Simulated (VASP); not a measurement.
Computed with PBE GGA, VASP's PBE PAW potentials (set 64) (plane waves; VASP).

VASP input:

### KPOINTS
```
Automatic mesh
0
Gamma
4 4 5
0 0 0
```

POSCAR:
```
SnO2
1
    4.7400000000     0.0000000000     0.0000000000
    0.0000000000     4.7400000000     0.0000000000
    0.0000000000     0.0000000000     3.1900000000
Sn O
2 4
Direct
  0.0000000000   0.0000000000   0.0000000000
  0.5000000000   0.5000000000   0.5000000000
  0.3070000000   0.3070000000   0.0000000000
  0.8070000000   0.1930000000   0.5000000000
  0.1930000000   0.8070000000   0.5000000000
  0.6930000000   0.6930000000   0.0000000000
```

### INCAR
```
# general
SYSTEM  = SnO2
PREC    = Accurate
ENCUT   = 400
LREAL   = .FALSE.
LASPH   = .TRUE.

# electronic loop
EDIFF   = 1E-6
NELM    = 100
ALGO    = Normal
LMAXMIX = 4

# smearing
ISMEAR  = -1
SIGMA   = 0.01

# functional
GGA     = PE

# ions
ISIF    = 2

# output
LWAVE   = .FALSE.
LCHARG  = .FALSE.
```

POTCAR, in this order: Sn_d O (PBE.64 set). Program: vasp_std.

At this cut-off the stress carries a Pulay error, which pulls relaxed volumes low. Unless said otherwise, spin-orbit coupling is left out, though it shifts the bands of the heavy elements here.

**Question.** Estimate the energy per atom (σ→0), pressure, largest force, band gap (on the k-mesh).

**Answer.** 
| Property | Result |
|---|---|
| energy per atom (σ→0) | -6.208 eV/atom |
| band gap (on the k-mesh) | 1.24 eV |
| pressure | 5.78 GPa |
| largest force | 0.279 eV/Å |

### OSZICAR
```
...
DAV:   8    -0.372588228424E+02    0.18583E-01   -0.24363E-01  1509   0.526E+00    0.688E-01
DAV:   9    -0.372473743287E+02    0.11449E-01   -0.72681E-02  1762   0.395E+00    0.158E-01
DAV:  10    -0.372479332429E+02   -0.55891E-03   -0.47905E-03  1417   0.594E-01    0.548E-02
DAV:  11    -0.372480464925E+02   -0.11325E-03   -0.26896E-04  1420   0.127E-01    0.137E-02
DAV:  12    -0.372480486502E+02   -0.21577E-05   -0.17834E-05  1661   0.588E-02    0.955E-03
DAV:  13    -0.372480466756E+02    0.19746E-05   -0.94891E-06  1373   0.396E-02    0.254E-03
DAV:  14    -0.372480463178E+02    0.35785E-06   -0.10649E-06   794   0.139E-02
   1 F= -.37248046E+02 E0= -.37248046E+02  d E =-.439449E-13
```

The structure is a typed SnO2 crystal (P4_2/mnm). The cell was not relaxed at this level.
